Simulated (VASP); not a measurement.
A run of VASP 6.6.1:

File INCAR:

```
ALGO = Normal
EDIFF = 1E-6
EDIFFG = -0.01
ENCUT = 600
GGA = PS
IBRION = 2
ISIF = 3
ISMEAR = 0
LASPH = T
LATTICE_CONSTRAINTS = .FALSE. .FALSE. .TRUE.
LCHARG = F
LREAL = F
LWAVE = F
NELM = 60
NSW = 60
PREC = Accurate
SIGMA = 0.05
```

Contents of KPOINTS:

```
k-points
0
Gamma
  7 7 7
```

POSCAR

```
GaGe7
1.0
    5.6747000000      0.0000000000      0.0000000000
    0.0000000000      5.6747000000      0.0000000000
    0.0000000000      0.0000000000      5.6747000000
Ga Ge
1 7
Direct
    0.0000000000      0.0000000000      0.0000000000
    0.0000000000      0.5000000000      0.5000000000
    0.5000000000      0.0000000000      0.5000000000
    0.5000000000      0.5000000000      0.0000000000
    0.2500000000      0.2500000000      0.2500000000
    0.2500000000      0.7500000000      0.7500000000
    0.7500000000      0.2500000000      0.7500000000
    0.7500000000      0.7500000000      0.2500000000
```

Potentials or basis: VASP PAW PBE potentials, release 64 (Ga_d, Ge_d).

Run with:

```bash
$ cat potpaw_PBE.64/Ga_d/POTCAR potpaw_PBE.64/Ge_d/POTCAR > POTCAR
$ mpirun -np 1 vasp_std > vasp.out
```

Hardware: 1 thread of Intel(R) Xeon(R) Platinum 8488C (Sapphire Rapids) (shared host).

**Question.** Estimate the wall time of this run.

**Answer.** Wall time 11 min on 1 thread of Intel(R) Xeon(R) Platinum 8488C (Sapphire Rapids), with other jobs on the host, peak memory 0.48 GiB. Counts: scf iterations 50, k points 20, ion steps 6.
